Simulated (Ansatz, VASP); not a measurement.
**Ga2CoO4 (Ga2CoO4 (Fd-3m)): VASP beside Ansatz**

Wanted: the spread between two codes on one cell, functional and k mesh. The cell is taken from a series of runs on this material, whose earlier steps may have relaxed, scaled, displaced or heated it; both programs get it as it stands.

Method: plane waves, with VASP 6.6.1 beside it; relaxation of cell and atoms at r2SCAN, in Ansatz 0.2.0.

In doubt: warnings of the run leave room for a lower electronic state, so energies may not be the lowest and differences between runs may mislead.

## 1. The starting structure

The structure is cubic, space group Fd-3m (No. 227). Conventional cell: a = 8.349 Å, b = 8.349 Å, c = 8.349 Å, α = 90.00°, β = 90.00°, γ = 90.00°. Nearest to Ga lie 6 O at 2.00 Å. Nearest to Co lie 4 O at 1.97 Å. O has 1 Co at 1.97 Å and 3 Ga at 2.00 Å nearest. Farther neighbours and most contacts between anions are not listed.

## 2. Ansatz: relaxation of cell and atoms, r2SCAN

Ansatz runs on its PAW soft_1 files.

The relaxed volume is the usual yardstick between codes: in a stiff, nearly cubic crystal its relative difference is about their pressure difference at one cell divided by the bulk modulus.

Contents of input.yaml:

```yaml
crystal:
  lattice:
    - [0.0, 4.1743958, 4.1743958]
    - [4.1743958, 0.0, 4.1743958]
    - [4.1743958, 4.1743958, 0.0]
  atoms:
    - { symbol: Ga, position: [0.625, 0.125, 0.125] }
    - { symbol: Ga, position: [0.125, 0.125, 0.125] }
    - { symbol: Ga, position: [0.125, 0.625, 0.125] }
    - { symbol: Ga, position: [0.125, 0.125, 0.625] }
    - { symbol: Co, position: [0.75, 0.75, 0.75], spin: 2.5 }
    - { symbol: Co, position: [0.5, 0.5, 0.5], spin: 2.5 }
    - { symbol: O, position: [0.36350514, 0.90948459, 0.36350514] }
    - { symbol: O, position: [0.88649486, 0.88649486, 0.88649486] }
    - { symbol: O, position: [0.34051541, 0.88649486, 0.88649486] }
    - { symbol: O, position: [0.88649486, 0.88649486, 0.34051541] }
    - { symbol: O, position: [0.36350514, 0.36350514, 0.90948459] }
    - { symbol: O, position: [0.90948459, 0.36350514, 0.36350514] }
    - { symbol: O, position: [0.88649486, 0.34051541, 0.88649486] }
    - { symbol: O, position: [0.36350514, 0.36350514, 0.36350514] }
magnetization:
  spin_polarized: true
basis:
  ecutwfc: 500
  xc_grid: 2
hamiltonian:
  xc: r2scan
  pseudopotentials: { kind: paw, azcp: { folder: soft_1 } }
kpoints:
  mp_grid: { grid: [6, 6, 6] }
scf:
  occupations: { method: fermi_dirac, width: 0.01 }
  max_iter: 150
output:
  forces: true
  stress: true
relax:
  f_tol: 0.01
  max_steps: 60
  cell: {}
checkpoint:
  write: "../r2scan.run"
  compress: false
  write_wavefunctions: false
  write_every: 100000
```

Run with:

```bash
$ ansatz run input.yaml --threads 4 --pin off --max-ram 6594MiB --backend cpu --events-out ev --progress --plain --runs-dir out
```

Numbers of over 12 decimals in the logs are rounded to 6 here.

The log of the run:

```text
Engine: ansatz 0.2.0, aarch64-unknown-linux-gnu
Pseudopotentials: kind: paw
Pseudopotential: Ga, paw, valence charge 13, recommended cutoff 500 eV (meta_gga), soft_1/Ga.paw.azcp
Pseudopotential: Co, paw, valence charge 17, recommended cutoff 500 eV (meta_gga), soft_1/Co.paw.azcp
Pseudopotential: O, paw, valence charge 6, recommended cutoff 500 eV (meta_gga), soft_1/O.paw.azcp
Functional definition: r2SCAN
  parameter k0 = 0.174
  parameter k1 = 0.065
  parameter a1 = 4.9479
  exchange = r2scan_x(k0 = k0, k1 = k1, a1 = a1)
  correlation = r2scan_c
Crystal: 14 atoms, lattice volume = 145.483 Å³
Basis set: ecut = 500 eV, 3695 PW (Γ), exchange–correlation on 90×90×90 points (8 copies of the dense FFT grid, shifted against one another)
Bands: 84, of which v1, the nominal top of the filled ones, is band 67 counted from 1 (66 counted from 0)
Symmetry: 48 space group operations
Space group: Fd-3m (ITA 227), of the structure as read, at distance tolerance 5.3e-5 Å
Magnetic group: BNS 227.128 (UNI 1630), of the structure as read, at distance tolerance 5.3e-5 Å
k-points: 16 of 216
Non-local potential: Ga, projectors of the file, l = 0: 2, l = 1: 2, l = 2: 3, l = 3: 1
Non-local potential: Co, projectors of the file, l = 0: 3, l = 1: 2, l = 2: 3, l = 3: 1
Non-local potential: O, projectors of the file, l = 0: 2, l = 1: 2, l = 2: 1
PAW form: soft (Blöchl's): semilocal exchange-correlation on the pseudo side does not see the compensation charge
PAW frozen core: Ga, regenerated for the run's functional (the file was generated under x = pbe(κ = 0.804, μ = 0.219515), c = pbe(β = 0.066725))
PAW frozen core: Co, regenerated for the run's functional (the file was generated under x = pbe(κ = 0.804, μ = 0.219515), c = pbe(β = 0.066725))
PAW frozen core: O, regenerated for the run's functional (the file was generated under x = pbe(κ = 0.804, μ = 0.219515), c = pbe(β = 0.066725))
PAW one-centre angular grid: Ga, 590 points (default); XC on 160 Gauss nodes
PAW one-centre angular grid: Co, 590 points (default); XC on 160 Gauss nodes
PAW one-centre angular grid: O, 302 points (default); XC on 160 Gauss nodes
Initial density: superposition of atomic densities (chi_scale 0.1, normalization cell, long waves kept (reshape's long-wave potential 0.05 eV rms))
Starting moments: Σ|m| = 5 μB on 2 of 14 sites
Initial wavefunctions: pseudopotential atomic-orbital guess
Functional: x = r2scan, c = r2scan; τ floored in thin density (d = 2e-4 eV/Å³)
SCF iter   1: F=—  HF=-29977.321892 eV  |F-HF|=—  |Δ(HF+E_count)|=         —  Δρ=9.23e-2 (↑9.23e-2 ↓7.46e-2)  dr2=2.22e1  dr2_τ=1.54e-1  dr2_m=7.82e-1  M=6.000 μB ∫|m|=6.005 μB  β_m=1.00  ethr=3.10e-3  ⟨swp⟩=6.0  Hψ=8732  notcnv=0  defer=29
Mixer restart at iter 1: flushing history
preconditioner: auto → Resta (q_TF=auto, 2.691 Å⁻¹)  ε∞=4.8  [insulator: Δε(μ)=0.157 eV  Ē_g=17.195 eV  σ=0.010 eV  W_gap=1.00  n_scr=58 (ndim 8)  ℏωp=33.4 eV  f_vac=0.000  D(μ)=0.00/eV (n_scr^D=0)  ε∞_Penn≈4.8]
spin=Collinear: Resta preconditioning applied to the charge; magnetization (m = ρ↑ − ρ↓) channel mixes plain (no charge-response kernel on spin).
SCF iter   2: F=—  HF=-29977.144167 eV  |F-HF|=—  |Δ(HF+E_count)|=   1.78e-1  Δρ=4.60e-2 (↑4.60e-2 ↓4.33e-2)  dr2=6.27e0  dr2_τ=4.24e-2  dr2_m=6.75e-2  M=6.000 μB ∫|m|=6.057 μB  β_m=1.00  ethr=3.10e-3  ⟨swp⟩=2.8  Hψ=5592  notcnv=0  defer=325  κ⁻¹=1.0e0(r=1)
SCF iter   3: F=—  HF=-29977.538100 eV  |F-HF|=—  |Δ(HF+E_count)|=   3.94e-1  Δρ=2.21e-2 (↑2.21e-2 ↓2.17e-2)  dr2=1.46e0  dr2_τ=1.11e-2  dr2_m=1.92e-2  M=6.000 μB ∫|m|=6.078 μB  β_m=1.00  ethr=3.10e-3  ⟨swp⟩=2.6  Hψ=4509  notcnv=0  defer=322  κ⁻¹=5.1e-2(r=2)
SCF iter   4: F=—  HF=-29977.751051 eV  |F-HF|=—  |Δ(HF+E_count)|=   2.13e-1  Δρ=7.54e-3 (↑7.22e-3 ↓7.54e-3)  dr2=1.74e-1  dr2_τ=2.04e-3  dr2_m=2.16e-3  M=6.000 μB ∫|m|=6.063 μB  β_m=1.00  ethr=1.09e-3  ⟨swp⟩=2.4  Hψ=5381  notcnv=0  defer=319  κ⁻¹=1.4e-2(r=3)
SCF iter   5: F=—  HF=-29977.763310 eV  |F-HF|=—  |Δ(HF+E_count)|=         —  Δρ=5.09e-3 (↑4.20e-3 ↓5.09e-3)  dr2=6.74e-2  dr2_τ=8.43e-4  dr2_m=9.07e-4  M=6.000 μB ∫|m|=6.060 μB  β_m=1.00  ethr=1.30e-4  ⟨swp⟩=2.6  Hψ=3640  notcnv=0  defer=319
Mixer restart at iter 5: flushing history
SCF iter   6: F=—  HF=-29977.789848 eV  |F-HF|=—  |Δ(HF+E_count)|=   2.65e-2  Δρ=3.65e-3 (↑3.40e-3 ↓3.65e-3)  dr2=4.40e-2  dr2_τ=4.47e-4  dr2_m=7.15e-5  M=6.000 μB ∫|m|=6.060 μB  β_m=1.00  ethr=5.03e-5  ⟨swp⟩=2.0  Hψ=2913  notcnv=0  defer=319  κ⁻¹=1.0e0(r=1)
SCF iter   7: F=—  HF=-29977.820530 eV  |F-HF|=—  |Δ(HF+E_count)|=   3.07e-2  Δρ=1.09e-3 (↑1.09e-3 ↓9.79e-4)  dr2=6.68e-3  dr2_τ=3.98e-5  dr2_m=1.45e-5  M=6.000 μB ∫|m|=6.058 μB  β_m=1.00  ethr=3.29e-5  ⟨swp⟩=2.6  Hψ=4882  notcnv=0  defer=319  κ⁻¹=2.8e-2(r=2)
[...]
spin=Collinear: Resta preconditioning applied to the charge; magnetization (m = ρ↑ − ρ↓) channel mixes plain (no charge-response kernel on spin).
SCF iter   2: F=—  HF=-29977.823668 eV  |F-HF|=—  |Δ(HF+E_count)|=   1.01e-4  Δρ=1.33e-5 (↑9.52e-6 ↓1.33e-5)  dr2=3.84e-7  dr2_τ=5.48e-9  dr2_m=1.20e-8  M=6.000 μB ∫|m|=6.057 μB  β_m=1.00  ethr=1.15e-10  ⟨swp⟩=2.4  Hψ=4850  notcnv=0  κ⁻¹=1.0e0(r=1)
[...]
SCF iter  10: F=—  HF=-29977.823668 eV  |F-HF|=—  |Δ(HF+E_count)|=  1.93e-10  Δρ=1.24e-7 (↑5.76e-8 ↓1.24e-7)  dr2=1.55e-11  dr2_τ=4.24e-13  dr2_m=3.21e-12  M=6.000 μB ∫|m|=6.057 μB  β_m=1.00  ethr=1.00e-12  ⟨swp⟩=1.0  Hψ=2688  notcnv=0  κ⁻¹=1.9e-6(r=8)
SCF iter  11: F=-29977.823668 eV  HF=-29977.823668 eV  |F-HF|=1.46e-11  |Δ(HF+E_count)|=  7.28e-12  Δρ=4.12e-8 (↑2.74e-8 ↓4.12e-8)  dr2=5.09e-12  dr2_τ=5.81e-14  dr2_m=1.26e-13  M=6.000 μB ∫|m|=6.057 μB  ethr=1.00e-12  ⟨swp⟩=2.0  Hψ=7646  notcnv=0
SCF 4 converged in 11 iterations: F = -29977.823668 eV  dr2 = 5.09e-12
relax step   4: F+E_penalty+E_count = -29977.82366828 eV  Δ(F+E_penalty+E_count) = +6.082e-4 eV  max|allowed force component| = 7.225e-4 eV/Å  Δτ_max = 0.0000 Å  P = +0.001 GPa  Ω = 144.988 Å³  stress off target by 1.08e-3 GPa  SCF on the basis re-selected at this cell (its energy is not comparable with the rows above)  (11 SCF iters)
basis re-selected at this cell: Δ(F+E_penalty+E_count) = +6.082e-4 eV, ΔP = +0.002 GPa vs the last step (what re-selecting the basis moved, of the pressure what is left beyond the Pulay correction that the steps carried, after the strain that the cell walked since its last selection, with what the two solves' SCF thresholds leave and, on support functions, any second-order correction that the steps lacked; it is no m [...]
WARN: an SCF from antiferromagnetic starting moments (0.00, 0.00, 0.00, 0.00, -2.60, 2.60, 0.00, 0.00, 0.00, 0.00, 0.00, 0.00, 0.00, 0.00 Bohr magnetons, atom by atom) was not made, by what the run has read of turns of its moments that order reads lower: the deck asks for what bars it, or types moments that do (magnetization.spin_polarized, in the input reference, names some of the keys), or the run goes by scf.lower_state_search: light, the default, which as a rule tries one only behind a close that has lost an order of both signs, or on which an open d or half-filled 4f shell of a PAW file has lost a moment that was set nearer to Hund's than to what is left; [rest of the remark cut]
SCF converged after 11 iterations
Stability not checked: this state was not tested for a lower state beside it, because the mixer in use, unlike msr1, does not test its closes by its own steps (another_mixer; see scf.mixing.algorithm and scf.lower_state_search)
Magnetization: 6.0000 μB (70.0000 up, 64.0000 down)
Absolute magnetization: 6.0476 μB (∫|ρ↑−ρ↓|, with the PAW one-centre terms)
Spin contamination: 0.0103 ħ² per cell (⟨S²⟩ above its minimum at these occupations)
Per-site moments (μB) at R_I (Å): [(0.00383337, 0.821552), (0.00383337, 0.821552), (0.00383337, 0.821552), (0.00383337, 0.821552), (2.458250, 0.814805), (2.458250, 0.814805), (0.058364, 0.814805), (0.058364, 0.814805), (0.058364, 0.814805), (0.058364, 0.814805), (0.058364, 0.814805), (0.058364, 0.814805), (0.058364, 0.814805), (0.058364, 0.814805)]
Free energy (F): -29977.823668 eV
Harris-Foulkes:  -29977.823668 eV  (|F-HF|=1.46e-11)
Internal energy: -29977.823668 eV  (E = F + TS)
E sigma→0 (E₀):  -29977.823668 eV
Fermi energy:    11.179695 eV
--- Per-component energies (eV) ---
  E_band       = -876.802926
  E_kinetic    = 2382.966560
  E_local      = -14045.173026  (includes V_loc(G=0)·N_el)
  E_nonlocal   = 967.644766
  E_hartree    = 7165.473751
  E_xc         = -961.340553
  E_vxc        = -1289.016770  (∫ρ·V_xc dr)
  E_paw        = -12568.517572  (= ΣΔE_a)
  E_vpaw       = -3304.533739  (= ΣTr[D̂ρ^β])
  E_aug_tail   = 0.002138  (compensation charges beyond the density's cutoff)
  E_vtau       = 80.359492  (kinetic-family band-sum trace: ∫τ·v_τ [+ j·A + Jᵃ·Aᵃ] dr)
  E_ewald      = -12915.421532
  E_core_change = -3.458201  (= ΣΔE_core)
  E_smearing   = -0.000000  (= −TS)
  E_closure    = -0.000000  (closes the sum)
  Σ components = -29977.823668   (vs F -29977.823668, Δ=0.00e0)
--- Forces (eV/Å), atoms counted from 1 ---
  atom   1  Ga    -0.00000000    -0.00000000     0.00000000
  atom   2  Ga     0.00000000     0.00000000     0.00000000
  atom   3  Ga    -0.00000000     0.00000000    -0.00000000
  atom   4  Ga     0.00000000    -0.00000000    -0.00000000
  atom   5  Co     0.00000000     0.00000000    -0.00000000
  atom   6  Co    -0.00000000    -0.00000000    -0.00000000
  atom   7  O     -0.00072251     0.00072251    -0.00072251
  atom   8  O     -0.00072251    -0.00072251    -0.00072251
  atom   9  O     -0.00072251     0.00072251     0.00072251
  atom  10  O      0.00072251     0.00072251    -0.00072251
  atom  11  O     -0.00072251    -0.00072251     0.00072251
  atom  12  O      0.00072251    -0.00072251    -0.00072251
  atom  13  O      0.00072251    -0.00072251     0.00072251
  atom  14  O      0.00072251     0.00072251     0.00072251
  max |Σ_I F_I| component: 2.15e-17 eV/Å
--- Stress (GPa, compression-positive) ---
        0.001082      -0.000000      -0.000000
       -0.000000       0.001082      -0.000000
       -0.000000      -0.000000       0.001082
  P = ⅓ Tr σ = 0.0011 GPa (0.011 kbar)
--- Relaxed structure (3 steps of the walk, 3 accepted, 1 SCFs on fresh bases) ---
  F+E_penalty+E_count = -29977.82366828 eV   max|allowed force component| = 7.225e-4 eV/Å   (the final SCF, on the basis selected at the relaxed cell)
  cell:  # Å, volume = 144.9878 Å³
    - [0, 4.169658, 4.169658]
    - [4.169658, 0, 4.169658]
    - [4.169658, 4.169658, 0]
  atoms:
    - { symbol: Ga, position: [0.625, 0.125, 0.125] }
    - { symbol: Ga, position: [0.125, 0.125, 0.125] }
    - { symbol: Ga, position: [0.125, 0.625, 0.125] }
    - { symbol: Ga, position: [0.125, 0.125, 0.625] }
    - { symbol: Co, position: [0.750000, 0.750000, 0.750000] }
    - { symbol: Co, position: [0.5, 0.5, 0.5] }
    - { symbol: O, position: [0.363246, 0.910261, 0.363246] }
    - { symbol: O, position: [0.886754, 0.886754, 0.886754] }
    - { symbol: O, position: [0.339739, 0.886754, 0.886754] }
    - { symbol: O, position: [0.886754, 0.886754, 0.339739] }
    - { symbol: O, position: [0.363246, 0.363246, 0.910261] }
    - { symbol: O, position: [0.910261, 0.363246, 0.363246] }
    - { symbol: O, position: [0.886754, 0.339739, 0.886754] }
    - { symbol: O, position: [0.363246, 0.363246, 0.363246] }
```

The column dr2 measures how far the density is from self-consistency, as an energy; F and HF (Harris–Foulkes) agree once it is small.

(Part 1 of 2 ends here.)

[Lines on the potential files, build, host, timing and source positions are cut from VASP's logs without a mark.]

[Logs are printed without paths, hosts, clocks, repeated set-up lines and the standing remarks that a program may print on its own settings, such as how far it seeks lower states.]

[Hosts, paths, dates, database ids (printed as entryN), source tags and the programs' standing remarks are cut or masked in the printed files.]
